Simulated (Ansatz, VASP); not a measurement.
**One calculation of MnB5, two programs**

```xyz
6
Lattice="0.0000 2.6830 2.6830 2.6830 0.0000 2.6830 2.6830 2.6830 0.0000" Properties=species:S:1:pos:R:3 pbc="T T T"
Mn    0.0000    0.0000    0.0000
B     4.0245    4.0245    4.0245
B     3.3649    3.3649    2.0011
B     3.3649    2.0011    3.3649
B     2.0011    3.3649    3.3649
B     2.0011    2.0011    2.0011
```

Change from the starting cell: species swapped into the ZrCu5 type (F-43m, No. 216).

Alike in both runs: functional PBE; k mesh 12 × 12 × 12; occupations gaussian, width 0.1 eV; no spin polarisation.

Ansatz relaxed the structure, and its values are those at the end. VASP's run is a single point on that final structure, the one shown.

```csv
,VASP,Ansatz
version,VASP 6.6.1,Ansatz 0.2.0
potentials or method,"VASP PAW PBE potentials, release 64 (Mn_pv, B)","scalar-relativistic, plane waves, PAW"
plane-wave cutoff (eV),520,420
valence electrons in the cell,28,30
```

VASP gave:

| Property | Result |
| --- | --- |
| gap on the k mesh at the Fermi level (eV) | none |
| pressure (GPa) | 0.0 |
| rms of the force components (eV/Å) | 0.004 |

**Question.** What did Ansatz give for the same quantities?

**Answer.** gap on the k mesh at the Fermi level (eV): none; pressure (GPa): 0.0; rms of the force components (eV/Å): 0.001.

A gap of «none» marks a metal or a gap that the smearing closes. The two sets of potentials don't hold the same shells in valence.

Spin polarisation is off, so any magnetic state and its effect on volume and gap are missing.
